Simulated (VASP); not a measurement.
Method: modified Becke-Johnson potential (mBJ), VASP's PBE PAW potentials (set 64) (plane waves; VASP).

A VASP calculation is set up with these files.

### KPOINTS
```
Automatic mesh
0
Gamma
6 6 6
0 0 0
```

### POSCAR
```
ZnS
1
    0.0000000000     2.7203761688     2.7203761688
    2.7203761688     0.0000000000     2.7203761688
    2.7203761688     2.7203761688     0.0000000000
Zn S
1 1
Direct
  0.0000000000   0.0000000000   0.0000000000
  0.2500000000   0.2500000000   0.2500000000
```

INCAR:
```
! general
SYSTEM  = ZnS
PREC    = Accurate
ENCUT   = 400
LREAL   = .FALSE.
LASPH   = .TRUE.

! electronic loop
EDIFF   = 1E-6
NELM    = 200
ALGO    = Normal
LMAXMIX = 4
LMIXTAU = .TRUE.

! smearing
ISMEAR  = 0
SIGMA   = 0.05

! functional
METAGGA = MBJ

! ions
ISIF    = 0

! output
LWAVE   = .FALSE.
LCHARG  = .FALSE.
```

KPOINTS_OPT:
```
k-points along high-symmetry lines
11
Line-mode
Reciprocal
  0.000000   0.000000   0.000000 ! GAMMA
 -0.500000  -0.500000   0.000000 ! X

 -0.500000  -0.500000   0.000000 ! X
 -0.375000  -0.375000   0.250000 ! U

 -0.375000   0.000000   0.375000 ! K
  0.000000   0.000000   0.000000 ! GAMMA

  0.000000   0.000000   0.000000 ! GAMMA
  0.000000   0.000000   0.500000 ! L

  0.000000   0.000000   0.500000 ! L
 -0.500000  -0.250000   0.250000 ! W

 -0.500000  -0.250000   0.250000 ! W
 -0.500000  -0.500000   0.000000 ! X
```

POTCAR, in this order: Zn S (PBE.64 set). Program: vasp_std. Read from the step before: WAVECAR.

The run wrote:

**OSZICAR**
```
       N       E                     dE             d eps       ncg     rms          rms(c)
DAV:   1     0.129922845099E+03    0.12992E+03   -0.13633E+00   477   0.260E+01    0.521E+00
DAV:   2     0.129625122256E+03   -0.29772E+00   -0.22322E+00   429   0.188E+01    0.187E+01
DAV:   3     0.129398409429E+03   -0.22671E+00   -0.16544E-01   476   0.419E+00    0.215E+01
DAV:   4     0.129891088412E+03    0.49268E+00   -0.15911E-01   436   0.472E+00    0.134E+01
DAV:   5     0.130732994274E+03    0.84191E+00   -0.10417E-01   429   0.431E+00    0.629E+00
DAV:   6     0.130979528355E+03    0.24653E+00   -0.24238E-02   426   0.161E+00    0.525E+00
DAV:   7     0.130843395738E+03   -0.13613E+00   -0.13221E-02   421   0.144E+00    0.743E+00
DAV:   8     0.131336410134E+03    0.49301E+00   -0.29506E-02   533   0.344E+00    0.113E+00
DAV:   9     0.131313417483E+03   -0.22993E-01   -0.33650E-02   424   0.197E+00    0.120E+00
DAV:  10     0.131343512745E+03    0.30095E-01   -0.22994E-03   416   0.705E-01    0.756E-01
DAV:  11     0.131326351451E+03   -0.17161E-01   -0.37235E-04   466   0.361E-01    0.873E-01
DAV:  12     0.131392411005E+03    0.66060E-01   -0.59422E-04   431   0.265E-01    0.104E-01
DAV:  13     0.131393325138E+03    0.91413E-03   -0.35815E-04   436   0.348E-01    0.101E-01
DAV:  14     0.131396455117E+03    0.31300E-02   -0.14549E-04   426   0.128E-01    0.751E-02
DAV:  15     0.131393958226E+03   -0.24969E-02   -0.14987E-05   486   0.422E-02    0.910E-02
DAV:  16     0.131394048032E+03    0.89806E-04   -0.58617E-07   288   0.900E-03    0.787E-02
DAV:  17     0.131400506014E+03    0.64580E-02   -0.14755E-05   441   0.684E-02    0.429E-02
DAV:  18     0.131400270209E+03   -0.23581E-03   -0.34311E-06   436   0.239E-02    0.284E-02
DAV:  19     0.131399071514E+03   -0.11987E-02   -0.12754E-06   313   0.133E-02    0.205E-02
DAV:  20     0.131397479832E+03   -0.15917E-02   -0.27642E-07   238   0.555E-03    0.252E-03
DAV:  21     0.131397139841E+03   -0.33999E-03   -0.21208E-07   238   0.582E-03    0.229E-03
DAV:  22     0.131396816212E+03   -0.32363E-03   -0.56351E-08   238   0.253E-03    0.125E-03
DAV:  23     0.131396884367E+03    0.68155E-04   -0.10913E-08   238   0.118E-03    0.321E-04
DAV:  24     0.131396825928E+03   -0.58439E-04   -0.94603E-09   238   0.155E-03    0.247E-04
DAV:  25     0.131396859233E+03    0.33305E-04   -0.17125E-09   238   0.513E-04    0.435E-04
DAV:  26     0.131396861995E+03    0.27626E-05   -0.34171E-10   238   0.200E-04    0.351E-04
DAV:  27     0.131396864789E+03    0.27932E-05   -0.20285E-10   238   0.199E-04    0.224E-04
DAV:  28     0.131396864253E+03   -0.53536E-06   -0.62074E-11   238   0.102E-04
   1 F= 0.13139686E+03 E0= 0.13139686E+03  d E =-.691017E-13
       N       E                     dE             ncg
       N       E                     dE             ncg
       N       E                     dE             ncg
       N       E                     dE             ncg
       N       E                     dE             ncg
```

### OUTCAR
```
------------------------ aborting loop because EDIFF is reached ----------------------------------------
  volume of cell :       40.26
      direct lattice vectors                 reciprocal lattice vectors
     0.000000000  2.720376169  2.720376169    -0.183798111  0.183798111  0.183798111
     2.720376169  0.000000000  2.720376169     0.183798111 -0.183798111  0.183798111
     2.720376169  2.720376169  0.000000000     0.183798111  0.183798111 -0.183798111
  FREE ENERGIE OF THE ION-ELECTRON SYSTEM (eV)
  ---------------------------------------------------
  free  energy   TOTEN  =       131.3968642532 eV

  energy  without entropy=      131.3968642532  energy(sigma->0) =      131.39686425

     CMBJ =    1.0000

     CMBJA=   -0.0120

     CMBJB=    1.0230

     CMBJE=    0.5000

    CMBJ =    1.2874
```
(Selected blocks of OUTCAR.)

File OUTCAR:
```
 val. band max:        2.1467820675   @ k =   0.0000   0.0000   0.0000

 cond. band min:       5.7658398184   @ k =   0.0000   0.0000   0.0000


 Fermi energy:         2.3834629950

 k-point     1 :       0.0000    0.0000    0.0000
  band No.  band energies     occupation
      1     -10.7372      2.00000
      2      -3.6376      2.00000
      3      -3.6376      2.00000
      4      -3.6368      2.00000
      5      -3.0427      2.00000
      6      -3.0427      2.00000
      7       2.1464      2.00000
      8       2.1464      2.00000
      9       2.1468      2.00000
     10       5.7658      0.00000
     11       9.7303      0.00000
     12       9.7303      0.00000
     13       9.7355      0.00000

 k-point     2 :       0.1667    0.0000    0.0000
  band No.  band energies     occupation
      1     -10.5626      2.00000
      2      -3.6126      2.00000
      3      -3.6023      2.00000
      4      -3.6018      2.00000
      5      -3.0447      2.00000
      6      -3.0446      2.00000
      7       0.8109      2.00000
      8       1.9402      2.00000
      9       1.9409      2.00000
     10       6.7072      0.00000
     11       9.6508      0.00000
     12      10.1072      0.00000
     13      10.1118      0.00000

 k-point     3 :       0.3333    0.0000    0.0000
  band No.  band energies     occupation
      1     -10.1774      2.00000
      2      -3.5387      2.00000
      3      -3.5386      2.00000
      4      -3.4188      2.00000
      5      -3.0373      2.00000
      6      -3.0370      2.00000
      7      -1.1975      2.00000
      8       1.5678      2.00000
      9       1.5691      2.00000
     10       6.9729      0.00000
     11      10.2730      0.00000
     12      10.2764      0.00000
     13      11.0612      0.00000

 k-point     4 :       0.5000    0.0000    0.0000
  band No.  band energies     occupation
      1      -9.9578      2.00000
      2      -3.5116      2.00000
      3      -3.5114      2.00000
...
```

mBJ is a potential without an energy functional, so only the levels count.

The structure comes from a computed database's ZnS entry (F-43m); how it stands against other phases isn't given here. It was relaxed first. The cell's shape comes from a PBE relaxation.
